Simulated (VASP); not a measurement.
AlN:

```
Al N
1.0
     3.11300    0.00000    0.00000
    -1.55650    2.69594    0.00000
     0.00000    0.00000    4.98100
Al N
2 2
Direct
  0.33333 0.66667 0.00000
  0.66667 0.33333 0.50000
  0.33333 0.66667 0.38000
  0.66667 0.33333 0.88000
```

* Program: VASP 6.6.1
* Task: relaxation of cell and atoms
* Functional: PBE
* Potentials or basis: VASP PAW PBE potentials, release 64 (Al, N)
* Cutoff: 520 eV
* k mesh: 12 × 12 × 6
* Occupations: gaussian, width 0.02 eV
* Spin: no spin polarisation

At the start: pressure 3.5 GPa; volume 10.45 Å³/atom.

Q: How do energy, volume and symmetry change on relaxing?

A: Over 8 steps the energy falls by 2.2 meV/atom and the volume is 10.63 Å³/atom (+1.7 %); space group P6_3mc (No. 186, to 0.05 Å).

Step by step:
```tsv
step	energy change (eV)	largest force (eV/Å)	pressure (GPa)	volume (Å³)
1	0.0000	0.1289	3.46	41.80
2	-0.0019	0.0913	-2.90	43.18
3	-0.0088	0.0034	0.00	42.52
4	-0.0088	0.0059	0.07	42.51
5	-0.0088	0.0066	0.05	42.51
6	-0.0088	0.0070	0.04	42.51
7	-0.0088	0.0022	-0.02	42.53
8	-0.0088	0.0007	0.00	42.52
```

Final structure:
```
Al N
1.0
     3.12857    0.00000    0.00000
    -1.56429    2.70942    0.00000
     0.00000    0.00000    5.01646
Al N
2 2
Direct
  0.33333 0.66667 0.99926
  0.66667 0.33333 0.49926
  0.33333 0.66667 0.38074
  0.66667 0.33333 0.88074
```
